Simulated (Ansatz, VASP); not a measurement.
**Sr3RhN3 in VASP and in Ansatz**

Contents of INCAR:

```
SYSTEM = Sr3RhN3
PREC = Accurate
ENCUT = 520
EDIFF = 1E-8
ISMEAR = -1
SIGMA = 0.05
LREAL = .False.
LASPH = .True.
NELM = 80
ALGO = Fast
ISIF = 2
LWAVE = .False.
LCHARG = .False.
GGA = PE
LEFG = .True.
NBANDS = 73
```

KPOINTS

```
Automatic mesh
0
Gamma
  5 5 6
  0 0 0
```

File POSCAR:

```
Sr3RhN3
1.0
    7.6895252977      0.0000000000      0.0000000000
   -3.8447626489      6.6593242509      0.0000000000
    0.0000000000      0.0000000000      5.3062733500
Sr Rh N
6 2 6
Direct
    0.9059411300      0.6366907900      0.2500000000
    0.7307496600      0.0940588700      0.2500000000
    0.3633092100      0.2692503400      0.2500000000
    0.0940588700      0.3633092100      0.7500000000
    0.2692503400      0.9059411300      0.7500000000
    0.6366907900      0.7307496600      0.7500000000
    0.6666666667      0.3333333333      0.7500000000
    0.3333333333      0.6666666667      0.2500000000
    0.8935441400      0.5942948700      0.7500000000
    0.7007507300      0.1064558600      0.7500000000
    0.4057051300      0.2992492700      0.7500000000
    0.1064558600      0.4057051300      0.2500000000
    0.2992492700      0.8935441400      0.2500000000
    0.5942948700      0.7007507300      0.2500000000
```

Input for Ansatz:

```yaml
crystal:
  lattice:
    - [7.6895252977, 0.0, 0.0]
    - [-3.8447626489, 6.6593242509, 0.0]
    - [0.0, 0.0, 5.30627335]
  atoms:
    - { symbol: Sr, position: [0.90594113, 0.63669079, 0.25] }
    - { symbol: Sr, position: [0.73074966, 0.09405887, 0.25] }
    - { symbol: Sr, position: [0.36330921, 0.26925034, 0.25] }
    - { symbol: Sr, position: [0.09405887, 0.36330921, 0.75] }
    - { symbol: Sr, position: [0.26925034, 0.90594113, 0.75] }
    - { symbol: Sr, position: [0.63669079, 0.73074966, 0.75] }
    - { symbol: Rh, position: [0.6666666667, 0.3333333333, 0.75] }
    - { symbol: Rh, position: [0.3333333333, 0.6666666667, 0.25] }
    - { symbol: "N", position: [0.89354414, 0.59429487, 0.75] }
    - { symbol: "N", position: [0.70075073, 0.10645586, 0.75] }
    - { symbol: "N", position: [0.40570513, 0.29924927, 0.75] }
    - { symbol: "N", position: [0.10645586, 0.40570513, 0.25] }
    - { symbol: "N", position: [0.29924927, 0.89354414, 0.25] }
    - { symbol: "N", position: [0.59429487, 0.70075073, 0.25] }
kpoints:
  mp_grid: { grid: [5, 5, 6] }
scf:
  occupations: { method: fermi_dirac, width: 0.05 }
hamiltonian:
  xc: pbe
  pseudopotentials: { kind: paw }
output:
  forces: true
  stress: true
  populations: true
  efg:
    quadrupole_moments_barn: { Sr: 0.305, "N": 0.02044 }
    contact_densities: true
  write_density: true
  write_potential: true
  elf: true
  volumetric_format: npy
```

Alike in both runs: task electric field gradients; functional PBE; k mesh 5 × 5 × 6; occupations fermi-dirac, width 0.05 eV; no spin polarisation.

|  | VASP | Ansatz |
| --- | --- | --- |
| version | VASP 6.6.1 | Ansatz 0.2.0 |
| potentials or method | VASP PAW PBE potentials, release 64 (Sr_sv, Rh_pv, N) | plane-wave PAW, scalar-relativistic |
| plane-wave cutoff (eV) | 520 | 420 |
| valence electrons in the cell | 120 | 124 |

|  | VASP | Ansatz | Ansatz less VASP |
| --- | --- | --- | --- |
| pressure (GPa) | 1.2 | 0.9 | -0.26 |
| largest component of the traceless stress (GPa) | 0.09 | 0.15 | +0.062 |
| rms of the force components (eV/Å) | 0.057 | 0.059 | +0.0019 |
| Vzz of the field gradient on the site that differs most (V/Å²) | -47.1 | -141.4 | -94.30 |

Atom by atom the forces differ by 0.003 eV/Å (rms over components). One of these differences is far larger than is usual between the two programs; its cause wasn't traced. The two sets of potentials don't hold the same shells in valence. Ansatz warned: «gradients_without_spin_orbit».
